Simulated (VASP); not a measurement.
# HRu20N in VASP: notebook, part 2 of 4

VASP 6.6.1. Earlier steps stand in the parts before.

### 3 Relaxation of the atoms, LDA

File INCAR:

```
SYSTEM = HRu20N
ALGO = Normal
DIPOL = 0.5 0.5 0.524
EDIFF = 1E-6
EDIFFG = -0.01
ENCUT = 520
IBRION = 2
IDIPOL = 3
ISIF = 2
ISMEAR = 1
LASPH = .TRUE.
LCHARG = .FALSE.
LDIPOL = .TRUE.
LREAL = .FALSE.
LWAVE = .FALSE.
NELM = 60
NSW = 60
PREC = Accurate
SIGMA = 0.15
```

File KPOINTS:

```
k-points
0
G
  6 6 1
  0 0 0
```

File POSCAR:

```
HRu20N
1.0
    5.4120000000      0.0000000000      0.0000000000
    2.7060000000      4.6869294900      0.0000000000
    0.0000000000      0.0000000000     22.5640000000
Ru N H
20 1 1
Direct
    0.0000000000      0.0000000000      0.3102286800
    0.5000000000      0.0000000000      0.3102286800
    0.0000000000      0.5000000000      0.3102286800
    0.5000000000      0.5000000000      0.3102286800
    0.8333333300      0.3333333300      0.4051143400
    0.3333333300      0.3333333300      0.4051143400
    0.8333333300      0.8333333300      0.4051143400
    0.3333333300      0.8333333300      0.4051143400
    0.0000000000      0.0000000000      0.5000000000
    0.5000000000      0.0000000000      0.5000000000
    0.0000000000      0.5000000000      0.5000000000
    0.5000000000      0.5000000000      0.5000000000
    0.8333333300      0.3333333300      0.5948856600
    0.3333333300      0.3333333300      0.5948856600
    0.8333333300      0.8333333300      0.5948856600
    0.3333333300      0.8333333300      0.5948856600
    0.0000000000      0.0000000000      0.6897713200
    0.5000000000      0.0000000000      0.6897713200
    0.0000000000      0.5000000000      0.6897713200
    0.5000000000      0.5000000000      0.6897713200
    0.8333333300      0.3333333300      0.7385215400
    0.8333333300      0.3333333300      0.7841694700
```

Potentials or basis: VASP PAW LDA potentials, release 64 (Ru_pv, N, H).

The run is started by

```bash
$ cat potpaw_LDA.64/Ru_pv/POTCAR potpaw_LDA.64/N/POTCAR potpaw_LDA.64/H/POTCAR > POTCAR
$ mpirun -np 8 vasp_std > vasp.out
```

OUTCAR:

```text
SYSTEM = HRu20N
   EDIFF = 1E-6
   EDIFFG = -0.01
   ENCUT = 520
   IBRION = 2
   ISIF = 2
   ISMEAR = 1
   LASPH = .TRUE.
   LREAL = .FALSE.
   NELM = 60
   NSW = 60
   PREC = Accurate

 ion  position               nearest neighbor table
   1  0.000  0.000  0.310-   8 2.65   5 2.65   7 2.65   2 2.71   2 2.71   3 2.71   4 2.71   3 2.71
                             4 2.71
   2  0.500  0.000  0.310-   7 2.65   6 2.65   8 2.65   1 2.71   1 2.71   3 2.71   4 2.71   4 2.71
                             3 2.71
   3  0.000  0.500  0.310-   6 2.65   7 2.65   5 2.65   4 2.71   4 2.71   1 2.71   2 2.71   2 2.71
                             1 2.71
   4  0.500  0.500  0.310-   5 2.65   8 2.65   6 2.65   3 2.71   3 2.71   1 2.71   2 2.71   1 2.71
                             2 2.71
   5  0.833  0.333  0.405-   4 2.65  12 2.65   1 2.65   9 2.65   3 2.65  11 2.65   6 2.71   6 2.71
                             7 2.71   8 2.71   7 2.71   8 2.71
   6  0.333  0.333  0.405-   3 2.65  11 2.65   2 2.65  10 2.65   4 2.65  12 2.65   5 2.71   5 2.71
                             7 2.71   8 2.71   8 2.71   7 2.71
   7  0.833  0.833  0.405-   2 2.65  10 2.65   3 2.65  11 2.65   1 2.65   9 2.65   8 2.71   8 2.71
                             5 2.71   6 2.71   6 2.71   5 2.71
   8  0.333  0.833  0.405-   1 2.65   9 2.65   4 2.65  12 2.65   2 2.65  10 2.65   7 2.71   7 2.71
                             5 2.71   6 2.71   5 2.71   6 2.71
   9  0.000  0.000  0.500-   8 2.65  16 2.65  13 2.65   5 2.65  15 2.65   7 2.65  10 2.71  10 2.71
[... 8 lines left out ...]
                            15 2.71  16 2.71  15 2.71  16 2.71
  14  0.333  0.333  0.595-  19 2.65  11 2.65  18 2.65  10 2.65  20 2.65  12 2.65  13 2.71  13 2.71
                            15 2.71  16 2.71  16 2.71  15 2.71
  15  0.833  0.833  0.595-  18 2.65  10 2.65  19 2.65  11 2.65  17 2.65   9 2.65  16 2.71  16 2.71
                            13 2.71  14 2.71  14 2.71  13 2.71
  16  0.333  0.833  0.595-  17 2.65   9 2.65  20 2.65  12 2.65  18 2.65  10 2.65  15 2.71  15 2.71
                            13 2.71  14 2.71  13 2.71  14 2.71
  17  0.000  0.000  0.690-  21 1.91  16 2.65  13 2.65  15 2.65  18 2.71  18 2.71  19 2.71  20 2.71
                            19 2.71  20 2.71
  18  0.500  0.000  0.690-  15 2.65  14 2.65  16 2.65  17 2.71  17 2.71  19 2.71  20 2.71  20 2.71
                            19 2.71
  19  0.000  0.500  0.690-  21 1.91  14 2.65  15 2.65  13 2.65  20 2.71  20 2.71  17 2.71  18 2.71
                            18 2.71  17 2.71
  20  0.500  0.500  0.690-  21 1.91  13 2.65  16 2.65  14 2.65  19 2.71  19 2.71  17 2.71  18 2.71
                            17 2.71  18 2.71
  21  0.833  0.333  0.739-  22 1.03  20 1.91  17 1.91  19 1.91
  22  0.833  0.333  0.784-  21 1.03

  LATTYP: Found a hexagonal cell.
[... 264 lines left out ...]

--------------------------------------- Ionic step        2  -------------------------------------------

 number of electron     285.9999986 magnetization

------------------------ aborting loop because EDIFF is reached ----------------------------------------
[... 101 lines left out ...]
  FREE ENERGIE OF THE ION-ELECTRON SYSTEM (eV)
  ---------------------------------------------------
  free  energy   TOTEN  =      -217.7736921632 eV

  energy  without entropy=     -217.7673973915  energy(sigma->0) =     -217.77159391

[... ionic steps 4 to 20 ...]

--------------------------------------- Ionic step       21  -------------------------------------------

 number of electron     285.9999987 magnetization

------------------------ aborting loop because EDIFF is reached ----------------------------------------
[... 107 lines left out ...]
--------------------------------------- Ionic step       23  -------------------------------------------

 number of electron     285.9999986 magnetization

 dipolmoment           0.000000      0.000000     -0.183346 electrons x Angstroem

 Free energy of the ion-electron system (eV)
  ---------------------------------------------------
  ext. energy  EPLUGINS =         0.00000000
  ---------------------------------------------------
  free energy    TOTEN  =      -218.17908595 eV

  energy without entropy =     -218.15930450  energy(sigma->0) =     -218.17249213

 E-fermi :   3.8117     XC(G=0):  -7.8353

 val. band max:        3.8041000982   @ k =   0.3333   0.1667   0.0000
 cond. band min:       3.8211366950   @ k =   0.5000   0.0000   0.0000
 fundamental gap:      0.0170365968
 Fermi energy:         3.8117017559

 k-point     1 :       0.0000    0.0000    0.0000
  band No.  band energies     occupation
      1     -39.9269      2.00000
      2     -39.8103      2.00000
      3     -39.7804      2.00000
      4     -39.7804      2.00000
      5     -39.7412      2.00000
      6     -39.7130      2.00000
[... 1095 lines left out ...]
    154       4.5507     -0.00000
    155       4.5876     -0.00000
 [bands above 155 left out]

------------------------ aborting loop because EDIFF is reached ----------------------------------------

 vacuum level on the upper side and lower side of the slab       (xc-potential included)        -0.644         0.618

  FORCE on cell =-STRESS in cart. coord.  units (eV):
  Direction    XX          YY          ZZ          XY          YZ          ZX
  --------------------------------------------------------------------------------------
  -------------------------------------------------------------------------------------
  Total      -22.9435419    -22.9435419     -0.3418029      0.0000000      0.0000000     -0.0000000
  in kB      -64.2256851    -64.2256852     -0.9568064      0.0000000      0.0000000     -0.0000000
  external PRESSURE =     -43.1360589 kB  Pullay stress =       0.0000000 kB
[... 37 lines left out ...]
  FREE ENERGIE OF THE ION-ELECTRON SYSTEM (eV)
  ---------------------------------------------------
  free  energy   TOTEN  =      -218.1790859536 eV

  energy  without entropy=     -218.1593044953  energy(sigma->0) =     -218.17249213

 reached required accuracy - stopping structural energy minimisation

 vacuum level on the upper side and lower side of the slab         7.849         9.121
```

OSZICAR:

```text
N       E                     dE             d eps       ncg     rms          rms(c)
DAV:   1     0.342645119485E+04    0.34265E+04   -0.17694E+05  2872   0.162E+03
DAV:   2    -0.964947315861E+02   -0.35229E+04   -0.33976E+04  2632   0.504E+02
DAV:   3    -0.229343397856E+03   -0.13285E+03   -0.12498E+03  3000   0.954E+01
[... 346 lines left out ...]
DAV:   4    -0.218179098111E+03    0.40063E-04   -0.16568E-04  3048   0.736E-02    0.294E-02
DAV:   5    -0.218179086387E+03    0.11723E-04   -0.17434E-05  2392   0.277E-02    0.100E-02
DAV:   6    -0.218179088107E+03   -0.17195E-05   -0.45112E-06  2216   0.177E-02    0.145E-02
DAV:   7    -0.218179085752E+03    0.23546E-05   -0.31458E-06  1952   0.153E-02    0.341E-03
DAV:   8    -0.218179085954E+03   -0.20139E-06   -0.11519E-06  1448   0.689E-03
  23 F= -.21817909E+03 E0= -.21817249E+03  d E =-.229095E-04
```

CONTCAR:

```text
HRu20N
   1.00000000000000
     5.4119999999999999    0.0000000000000000    0.0000000000000000
     2.7060000000000000    4.6869294899999998    0.0000000000000000
     0.0000000000000000    0.0000000000000000   22.5640000000000001
  Ru              N               H
    20     1     1
Direct
     0.9969791896220971    0.0060416207558057    0.3165083533727382
     0.5000000000000000    0.0000000000000000    0.3159124767989636
     0.9969791896220971    0.4969791896220973    0.3165083533727382
     0.5060416207558055    0.4969791896220973    0.3165083533727382
     0.8333333300000021    0.3333333300000021    0.4053072379723079
     0.3322538271296571    0.3354923357406919    0.4064078948823308
[... 14 lines left out ...]
     0.8333333300000021    0.3333333300000021    0.7356489328926205
     0.8333333300000021    0.3333333300000021    0.7811823150913544

  0.00000000E+00  0.00000000E+00  0.00000000E+00
  0.00000000E+00  0.00000000E+00  0.00000000E+00
  0.00000000E+00  0.00000000E+00  0.00000000E+00
  0.00000000E+00  0.00000000E+00  0.00000000E+00
  0.00000000E+00  0.00000000E+00  0.00000000E+00
  0.00000000E+00  0.00000000E+00  0.00000000E+00
[... 14 lines left out ...]
  0.00000000E+00  0.00000000E+00  0.00000000E+00
  0.00000000E+00  0.00000000E+00  0.00000000E+00
```

Wall time 47 min (8 MPI ranks of Intel Xeon 6975P-C (Granite Rapids), shared host); peak memory 0.26 GiB.

Results:

| Item | Value |
| --- | --- |
| Free energy | -218.1791 eV |
| Energy gained by relaxing | 40.1 meV/atom |
| Ionic steps | 23 |
| Largest force after relaxing | 0.005 eV/Å |
| Band gap on the k mesh | none (metal or under the smearing width) |

Forces on the atoms (eV/Å):
```
Ru   0.000 -0.001 -0.001
Ru   0.000  0.000  0.004
Ru   0.001  0.001 -0.001
Ru  -0.001  0.001 -0.001
Ru   0.000  0.000 -0.004
Ru   0.000  0.000  0.003
Ru   0.000  0.000  0.003
Ru   0.000  0.000  0.003
Ru   0.000 -0.002  0.000
Ru   0.000  0.000  0.000
Ru   0.002  0.001  0.000
Ru  -0.002  0.001  0.000
Ru   0.000  0.000  0.000
Ru   0.000  0.000  0.000
Ru   0.000  0.000  0.000
Ru   0.000  0.000  0.000
Ru   0.000 -0.002 -0.001
Ru   0.000  0.000 -0.002
Ru   0.002  0.001 -0.001
Ru  -0.002  0.001 -0.001
N    0.000  0.000 -0.005
H    0.000  0.000  0.002
```

Step by step:
| step | energy change (eV) | largest force (eV/Å) | pressure (GPa) |
| --- | --- | --- | --- |
| 1 | 0.0000 | 2.3428 | -7.60 |
| 2 | -0.2433 | 8.2907 | -6.42 |
| 3 | -0.4770 | 3.7201 | -7.23 |
| 4 | -0.5695 | 2.6357 | -5.87 |
| 5 | -0.6960 | 0.7773 | -6.62 |
| 6 | -0.7671 | 0.6651 | -6.28 |
| 7 | -0.8046 | 0.4959 | -5.73 |
| 8 | -0.8285 | 1.1073 | -5.46 |
| 9 | -0.8287 | 1.0108 | -5.48 |
| 10 | -0.8496 | 0.5299 | -5.31 |
| 11 | -0.8573 | 0.2767 | -5.12 |
| 12 | -0.8657 | 0.2374 | -4.97 |
| 13 | -0.8773 | 0.1169 | -4.51 |
| 14 | -0.8773 | 0.1188 | -4.47 |
| 15 | -0.8800 | 0.0983 | -4.42 |
| 16 | -0.8811 | 0.1704 | -4.36 |
| 17 | -0.8810 | 0.2935 | -4.34 |
| 18 | -0.8817 | 0.0591 | -4.35 |
| 19 | -0.8821 | 0.0331 | -4.34 |
| 20 | -0.8821 | 0.0276 | -4.33 |
| 21 | -0.8823 | 0.0175 | -4.32 |
| 22 | -0.8823 | 0.0135 | -4.32 |
| 23 | -0.8823 | 0.0054 | -4.31 |

Final structure:
```
Ru N H
1.0
     5.41200    0.00000    0.00000
     2.70600    4.68693    0.00000
     0.00000    0.00000   22.56400
Ru N H
20 1 1
Direct
  0.99698 0.00604 0.31651
  0.50000 0.00000 0.31591
  0.99698 0.49698 0.31651
  0.50604 0.49698 0.31651
  0.83333 0.33333 0.40531
  0.33225 0.33549 0.40641
  0.83549 0.83225 0.40641
  0.33225 0.83225 0.40641
  0.99958 0.00084 0.50012
  0.50000 0.00000 0.49793
  0.99958 0.49958 0.50012
  0.50084 0.49958 0.50012
  0.83333 0.33333 0.59270
  0.33140 0.33720 0.59441
  0.83720 0.83140 0.59441
  0.33140 0.83140 0.59441
  0.01052 0.97896 0.68652
  0.50000 0.00000 0.68211
  0.01052 0.51052 0.68652
  0.47896 0.51052 0.68652
  0.83333 0.33333 0.73565
  0.83333 0.33333 0.78118
```

(Part 2 of 4 ends here.)
